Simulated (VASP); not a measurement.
```xyz
4
Lattice="3.8000 0.0000 0.0000 0.0000 3.8000 0.0000 0.0000 0.0000 4.8400" Properties=species:S:1:pos:R:3 pbc="T T T"
Sn     1.9000     0.0000     3.6881
Sn     0.0000     1.9000     1.1519
O      1.9000     1.9000     0.0000
O      0.0000     0.0000     0.0000
```

The base run (VASP): PBE GGA, plane waves, VASP's PBE PAW potentials (set 64). Numerical set-up: 520 eV cut-off, 6×6×5 Γ-centred mesh, Gaussian smearing of 0.050 eV, potentials Sn_d O.

One setting is varied; ΔE counts from the base run. The base run took about 30 core-seconds. The timings are rough (shared machines, no repeats); factors under 2 mean little.

| setting | cost over the base run | electronic steps | ΔE (meV/atom) |
|---|---|---|---|
| AMIX = 1.0, BMIX = 3.0, IMIX = 4 | within a factor of 2 | 15 | 0.0 |
| AMIX = 1.0, BMIX = 1.0, IMIX = 4 | within a factor of 2 | 15 | 0.0 |
| base run | reference | 15 | 0.0 |
| AMIX = 0.05, BMIX = 1.0, IMIX = 4 | within a factor of 2 | 20 | 0.0 |
| AMIX = 0.1, BMIX = 0.0001, IMIX = 1 | about 3 times | 56 | 0.0 |
| AMIX = 0.1, BMIX = 1.0, IMIX = 1 | about 4 times | 65 | 0.0 |

Left out are runs that failed, have no time on record or changed the cell.

The compound is SnO in the litharge structure. The cell was not relaxed at this level.
